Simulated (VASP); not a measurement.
Data:

```xyz
2
Lattice="-2.9223 2.9223 1.5883 2.9223 -2.9223 1.5883 2.9223 2.9223 -1.5883" Properties=species:S:1:pos:R:3 pbc="T T T"
Sn     2.9223     0.0000     0.7941
Sn     0.0000     5.8446     0.0000
```

Method: PBE GGA with D4 dispersion, VASP's PBE PAW potentials (set 64) (plane waves; VASP). Numerical set-up: 520 eV cut-off, Gaussian smearing of 0.050 eV, potentials Sn_d.

Unless said otherwise, spin-orbit coupling is left out, though it shifts the bands of the heavy elements here.

### Question
Predict the band gap (along the path) with the smallest direct gap where there is one.

### Answer

- band gap (along the path): none (metal, semimetal or under 0.01 eV)

Only differences to runs with the same potentials and settings are physical.

The compound is Sn in the beta structure. It was relaxed first.
